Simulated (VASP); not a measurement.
A convergence study with VASP on BaTiO$_{3}$ (space group P4mm): one setting is varied, all else stays as given below, so the limit is that of these other settings.

```yaml
crystal:
  lattice:
    - [3.97005, 0.00000, 0.00000]
    - [0.00000, 3.97005, 0.00000]
    - [0.00000, 0.00000, 4.01980]
  atoms:
    - { symbol: Ba, position: [0.00000, 0.00000, 0.01244] }
    - { symbol: Ti, position: [0.50000, 0.50000, 0.51300] }
    - { symbol: O, position: [0.50000, 0.50000, 0.97700] }
    - { symbol: O, position: [0.00000, 0.50000, 0.48700] }
    - { symbol: O, position: [0.50000, 0.00000, 0.48700] }
```

Method: PBE GGA, VASP's PBE PAW potentials (set 64) (plane waves; VASP). The tightest run used: 400 eV cut-off, 13×13×13 Γ-centred mesh, Fermi-Dirac smearing of 0.020 eV, potentials Ba_sv Ti_sv O.

Unless said otherwise, spin-orbit coupling is left out, though it shifts the bands of the heavy elements here. Gaps are read on the run's mesh, which can miss a band edge.

### Question
The settings run are 2×2×2 mesh; 3×3×3 mesh; 4×4×4 mesh; 5×5×4 mesh; 5×5×5 mesh; 7×7×7 mesh; 8×8×8 mesh; 9×9×9 mesh; 10×10×10 mesh; 11×11×11 mesh; 12×12×12 mesh; 13×13×13 mesh. From which on does the stress (every component) stay within 0.2 GPa of the tightest run?

### Answer
From 4×4×4 mesh on: it is off by 0.06 there and by no more than 0.2 in any finer run, while 3×3×3 mesh is off by 0.40.
```
setting        E (eV/atom)  pressure (GPa)  largest force (eV/Å)  gap on the mesh (eV)  irreducible k-points  difference judged (GPa)
-------------  -----------  --------------  --------------------  --------------------  --------------------  -----------------------
2×2×2 mesh         -7.8706            4.68                 2.281                 1.567                     6                     2.43
3×3×3 mesh         -7.9860            3.00                 0.640                 2.102                     6                     0.40
4×4×4 mesh         -7.9959            2.68                 0.364                 1.819                    18                     0.06
5×5×4 mesh         -7.9975            2.72                 0.367                 2.002                    18                     0.07
5×5×5 mesh         -7.9985            2.73                 0.367                 2.003                    18                     0.01
7×7×7 mesh         -7.9986            2.72                 0.367                 1.933                    40                     0.01
8×8×8 mesh         -7.9985            2.72                 0.367                 1.826                    75                     0.01
9×9×9 mesh         -7.9985            2.72                 0.367                 1.894                    75                     0.01
10×10×10 mesh      -7.9985            2.72                 0.367                 1.826                   126                     0.01
11×11×11 mesh      -7.9986            2.73                 0.367                 1.875                   126                     0.01
12×12×12 mesh      -7.9986            2.72                 0.368                 1.825                   196                     0.01
13×13×13 mesh      -7.9985            2.71                 0.368                 1.861                   196                     0.00
```

Left out are rungs that failed or repeat a setting and relaxations that didn't move; long series are thinned to 24 rows.

The structure is a typed BaTiO3 crystal (space group no. 99). The cell was not relaxed at this level, forces remain on its atoms.
